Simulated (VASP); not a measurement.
**From an Ansatz input to VASP: Sr$_{2}$C (distorted antifluorite)**

Ansatz input

```yaml
crystal:
  lattice:
    - [-0.043, 3.3417, 3.3983]
    - [3.2321, 0.1147, 3.2406]
    - [3.3506, 3.3025, -0.0038]
  atoms:
    - { symbol: C, position: [0.0497, 0.9952, 0.986] }
    - { symbol: Sr, position: [0.2405, 0.311, 0.2006] }
    - { symbol: Sr, position: [0.7534, 0.6751, 0.7779] }
kpoints:
  mp_grid: { grid: [6, 6, 6] }
hamiltonian:
  xc: pbe
scf:
  occupations: { method: fermi_dirac, width: 0.02 }
  n_extra_bands: 4
output:
  forces: true
  stress: true
  eigenvalues: true
```

Problem. Which VASP files do the same job?

Solution. 

INCAR

```
GGA = PE
IBRION = -1
NBANDS = 19
LWAVE = .FALSE.
LASPH = .TRUE.
ENCUT = 520
ISIF = 2
ISMEAR = -1
LREAL = .FALSE.
PREC = Accurate
SIGMA = 0.02
NELM = 120
EDIFF = 1E-7
NSW = 0
LCHARG = .FALSE.
```

KPOINTS

```
KPOINTS created by Atomic Simulation Environment
0
Gamma
6 6 6
0 0 0
```

POSCAR

```
C  Sr
 1.0000000000000000
    -0.0430000000000000    3.3416999999999999    3.3982999999999999
     3.2321000000000000    0.1147000000000000    3.2406000000000001
     3.3506000000000000    3.3025000000000002   -0.0038000000000000
 C   Sr
   1   2
Cartesian
  6.5181404199999999  3.5364969300000002  3.3901938299999999
  1.6669719599999999  1.5018320500000000  1.8243554700000000
  4.7560262500000006  5.1640854999999997  4.7450522600000005
```

VASP ran with the recommended PBE PAW datasets (24 valence electrons in the cell). Other inputs would serve too.

|  | Ansatz | VASP |
| --- | --- | --- |
| gap between bands v and c on the k mesh | -0.06 eV (bands overlap: a metal) | -0.04 eV (bands overlap: a metal) |
| least direct gap on the k mesh | 0.24 eV | 0.23 eV |
| pressure | 5.4 GPa | 5.8 GPa |
| largest force | 2.03 eV/Å | 2.07 eV/Å |

The two codes use different PAW datasets and cutoffs. VASP's cell holds 24 valence electrons and Ansatz's 24. Ansatz's stress includes a Pulay correction; VASP's doesn't.
